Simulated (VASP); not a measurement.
Crystal: SnSe2.

```
Sn Se
1.0
     3.82515    0.00000    0.00000
    -1.91257    3.31268    0.00000
     0.00000    0.00000    6.22708
Sn Se
1 2
Direct
  0.00000 0.00000 0.00000
  0.33333 0.66667 0.25308
  0.66667 0.33333 0.74692
```

The cell was built by a generator and needn't be a form met in nature.

Base run:

- Program: VASP 6.6.1
- Functional: r2SCAN
- Potentials or basis: VASP PAW PBE potentials, release 64 (Sn_d, Se)
- Cutoff: 520 eV
- k mesh: 12 × 12 × 4
- Occupations: gaussian, width 0.01 eV
- Spin: no spin polarisation

Its results: band gap on the k mesh 1.01 eV, indirect (least direct gap 1.49 eV); pressure 1.0 GPa; largest force 0.016 eV/Å.

**Question.** The run is repeated on the same cell with these changes: functional from r2SCAN to PBE; occupations from gaussian, width 0.01 eV to fermi-dirac, width 0.02 eV. What comes out?

**Answer.** Band gap on the k mesh 0.74 eV, indirect (least direct gap 1.12 eV); pressure 3.0 GPa; largest force 0.275 eV/Å.

Caveats: spin-orbit coupling is left out, which moves the levels of the heavy elements; the PAW data sets were made with another functional, which shifts forces and pressure a little (some runs); this functional lacks dispersion, which binds the layers, so the pressure and a relaxed spacing across them are unreliable (some runs).

A k mesh can miss the band edges.

Not every run made on this cell is shown here.
